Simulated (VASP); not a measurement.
Data:

```
TaTe
1.0
    3.37954     0.00000     0.00000
    0.00000     3.37954     0.00000
    0.00000     0.00000     3.37954
Ta Te
1 1
Direct
  0.00000   0.00000   0.00000
  0.50000   0.50000   0.50000
```

Level of theory: PBEsol GGA, VASP's PBE PAW potentials (set 64) (plane waves; VASP). Numerical set-up: 400 eV cut-off, 12×12×12 Γ-centred mesh, tetrahedra with Blöchl corrections, potentials Ta_pv Te.

Unless said otherwise, spin-orbit coupling is left out, though it shifts the bands of the heavy elements here.

Predict the energy per atom (σ→0), band gap (on the k-mesh) with the smallest direct gap where there is one.

```
Property                                                     Value
------------------------  ----------------------------------------
band gap (on the k-mesh)  none (metal, semimetal or under 0.01 eV)
energy per atom (σ→0)                               -7.938 eV/atom
```

The absolute energy has meaning only against runs of the same code, potentials and settings.

The structure was generated: TaTe was put into the CsCl type type (Pm-3m), which need not be its known phase. It was relaxed first, which changed the volume by -40 %. The electron count is odd and the run is not spin-polarised, which forces a metal.
